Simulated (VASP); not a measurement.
VASP runs on NiSi2 (fluorite) share one base input (PBE GGA, plane waves, VASP's PBE PAW potentials (set 64)) and change the settings named in each case.

**INCAR**
```
SYSTEM = NiSi2
PREC = Accurate
ENCUT = 400
EDIFF = 1E-6
NELM = 100
ALGO = Normal
LREAL = .FALSE.
LASPH = .TRUE.
ISMEAR = 1
SIGMA = 0.1
GGA = PE
LMAXMIX = 4
LWAVE = .FALSE.
LCHARG = .FALSE.
ISIF = 2
```

KPOINTS:
```
Automatic mesh
0
Gamma
9 9 9
0 0 0
```

POSCAR:
```
NiSi2
1
    0.0000000000     2.7050000000     2.7050000000
    2.7050000000     0.0000000000     2.7050000000
    2.7050000000     2.7050000000     0.0000000000
Si Ni
2 1
Direct
  0.2500000000   0.2500000000   0.2500000000
  0.7500000000   0.7500000000   0.7500000000
  0.0000000000   0.0000000000   0.0000000000
```

POTCAR, in this order: Si Ni (PBE.64 set). Program: vasp_std.

```csv
change,E(σ→0) (eV/atom),pressure (GPa),−TS (eV),irreducible k-points
base run,-5.7881,3.28,0.0009,35
"KGAMMA = .FALSE., KSPACING = 0.3, KPOINTS file removed",[?],[?],[?],20
"KGAMMA = .FALSE., KSPACING = 0.35, KPOINTS file removed",-5.7872,2.00,0.0001,28
"KGAMMA = .FALSE., KSPACING = 0.16, KPOINTS file removed",[?],[?],[?],84
"KGAMMA = .TRUE., KSPACING = 0.8, KPOINTS file removed",-5.6813,-0.16,-0.0004,4
"KGAMMA = .FALSE., KSPACING = 0.4, KPOINTS file removed",-5.7872,2.00,0.0001,28
```

Question: Complete the blanks.

Answer: 
- KGAMMA = .FALSE., KSPACING = 0.3, KPOINTS file removed, E(σ→0) (eV/atom): -5.7922
- KGAMMA = .FALSE., KSPACING = 0.3, KPOINTS file removed, pressure (GPa): 2.37
- KGAMMA = .FALSE., KSPACING = 0.3, KPOINTS file removed, −TS (eV): -0.0021
- KGAMMA = .FALSE., KSPACING = 0.16, KPOINTS file removed, E(σ→0) (eV/atom): -5.7866
- KGAMMA = .FALSE., KSPACING = 0.16, KPOINTS file removed, pressure (GPa): 2.50
- KGAMMA = .FALSE., KSPACING = 0.16, KPOINTS file removed, −TS (eV): -0.0002

Left out are runs that ran out of time, are held back, or changed the cell or the kind of run, fixed moments of cells without a moment, rows past the twelfth, gaps on odd meshes, pressures of charged cells and columns that move by less than the noise.

The compound is NiSi2 in the fluorite structure. The cell was not relaxed at this level. The run is not spin-polarised, so no magnetic state was tried.
